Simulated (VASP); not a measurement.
## GaIn₃P₄ (ordered alloy cell): computed properties

These are PBEsol GGA, VASP's PBE PAW potentials (set 64) (plane waves; VASP) values and carry that method's errors.

* **space group**: R3m (160)
* **cell**: a = 4.080 Å, b = 4.080 Å, c = 40.007 Å, α = 90.00°, β = 90.00°, γ = 120.00°
* **volume per atom**: 24.04 Å^3/atom
* **band gap (over mesh and band path)**: 0.49 eV
* **smallest direct gap (over mesh and band path)**: 0.49 eV
* **band-edge character**: direct, Γ to Γ
* **density**: 4.65 g/cm³

GaIn₃P₄ has the trigonal space group R3m, hexagonal axes (No. 160), Pearson symbol hR8. Cell: a = 4.0804 Å, b = 4.0804 Å, c = 40.0068 Å, α = 90.00°, β = 90.00°, γ = 120.00°. In1 on 3a has 4 P at 2.521–2.548 Å (tetrahedral). In2 on 3a is coordinated by 4 P at 2.519–2.535 Å (tetrahedral). In3 on 3a sees 4 P at 2.517–2.534 Å (tetrahedral). P1 on 3a is surrounded by 4 In at 2.521–2.535 Å (tetrahedral). P2 on 3a has 4 In at 2.519–2.534 Å (tetrahedral). P3 on 3a sees 1 Ga at 2.351 Å and 3 In at 2.517 Å (tetrahedral). P4 on 3a sees 3 Ga at 2.455 Å and 1 In at 2.548 Å (tetrahedral). Ga on 3a is surrounded by 4 P at 2.351–2.455 Å (tetrahedral). (Neighbours: up to the widest gap in distance over summed covalent radii, below 1.35, at either atom; cation-cation and far metal-metal contacts left out.)
(The calculation used a cell of 8 atoms; values per cell refer to that cell.)

Unless said otherwise, spin-orbit coupling is left out, though it shifts the bands of the heavy elements here.

The structure was generated: GaIn3P4 was put into an ordered model structure (R3m), which need not be its known phase. It was relaxed first. Symmetry was kept, so distortions that lower it aren't found.
